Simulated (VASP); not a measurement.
Calculation: PBE GGA, VASP's PBE PAW potentials (set 64) (plane waves; VASP).

VASP input:

KPOINTS:
```
K-points
0
Gamma
8 8 5
```

POSCAR:
```
SiC
1
    1.5454322345    -2.6767669035    -0.0000000000
    1.5454322345     2.6767669035    -0.0000000000
    0.0000000000     0.0000000000     5.0727783604
Si C
2 2
Direct
  0.6666670000   0.3333330000   0.4996013536
  0.3333330000   0.6666670000   0.9996013536
  0.6666670000   0.3333330000   0.8753986464
  0.3333330000   0.6666670000   0.3753986464
```

INCAR:
```
! general
SYSTEM=SiC
PREC  =Accurate
ENCUT =620
LREAL =F   ! projection in real space or not
LASPH =T   ! aspherical one-centre terms

! electronic loop
EDIFF =1E-6   ! SCF stop (eV)
NELM  =100   ! most electronic steps
ALGO  =Normal

! smearing
ISMEAR=0   ! Gaussian
SIGMA =0.05

! functional
GGA   =PE   ! PBE

! ions
IBRION=2   ! conjugate gradients
NSW   =40   ! most ionic steps
ISIF  =3   ! ions, shape and volume
EDIFFG=-0.02   ! ionic stop

! output
LWAVE =F
LCHARG=F
```

POTCAR, in this order: Si C (PBE.64 set). Program: vasp_std.

The run wrote:

### OSZICAR
```
       N       E                     dE             d eps       ncg     rms          rms(c)
DAV:   1     0.403416138006E+02    0.40342E+02   -0.81502E+03   720   0.137E+03
DAV:   2    -0.304518859503E+02   -0.70793E+02   -0.65177E+02  1052   0.197E+02
DAV:   3    -0.337163629535E+02   -0.32645E+01   -0.32467E+01   944   0.428E+01
DAV:   4    -0.337566376312E+02   -0.40275E-01   -0.40236E-01   920   0.549E+00
DAV:   5    -0.337573159347E+02   -0.67830E-03   -0.67819E-03   920   0.690E-01    0.123E+01
DAV:   6    -0.302154187079E+02    0.35419E+01   -0.10606E+01   872   0.207E+01    0.544E+00
DAV:   7    -0.301288691857E+02    0.86550E-01   -0.87797E-01   924   0.626E+00    0.241E+00
DAV:   8    -0.301133349837E+02    0.15534E-01   -0.45960E-02   852   0.162E+00    0.537E-01
DAV:   9    -0.301126455976E+02    0.68939E-03   -0.63591E-03   892   0.615E-01    0.131E-01
DAV:  10    -0.301129125640E+02   -0.26697E-03   -0.73610E-04   872   0.195E-01    0.546E-02
DAV:  11    -0.301129270946E+02   -0.14531E-04   -0.11977E-04   852   0.855E-02    0.125E-02
DAV:  12    -0.301129283526E+02   -0.12580E-05   -0.43062E-06   908   0.170E-02    0.301E-03
DAV:  13    -0.301129288100E+02   -0.45745E-06   -0.23111E-07   524   0.416E-03
   1 F= -.30112929E+02 E0= -.30112929E+02  d E =-.301129E+02
```

### OUTCAR
```
------------------------ aborting loop because EDIFF is reached ----------------------------------------
  FORCE on cell =-STRESS in cart. coord.  units (eV):
  Direction    XX          YY          ZZ          XY          YZ          ZX
  --------------------------------------------------------------------------------------
  Total        0.0025314      0.0025314     -0.0025208      0.0000000      0.0000000      0.0000000
  in kB        0.0966336      0.0966336     -0.0962312      0.0000000      0.0000000      0.0000000
  external PRESSURE =       0.0323453 kB  Pullay stress =       0.0000000 kB
  volume of cell :       41.97
      direct lattice vectors                 reciprocal lattice vectors
     1.545432235 -2.676766903  0.000000000     0.323534082 -0.186792507  0.000000000
     1.545432235  2.676766903  0.000000000     0.323534082  0.186792507  0.000000000
     0.000000000  0.000000000  5.072778360     0.000000000  0.000000000  0.197130631
  FREE ENERGIE OF THE ION-ELECTRON SYSTEM (eV)
  ---------------------------------------------------
  free  energy   TOTEN  =       -30.1129288100 eV

  energy  without entropy=      -30.1129288100  energy(sigma->0) =      -30.11292881

 reached required accuracy - stopping structural energy minimisation
```
(Selected blocks of OUTCAR.)

The compound is SiC in the wurtzite structure, the rare 2H polytype. It was relaxed first.
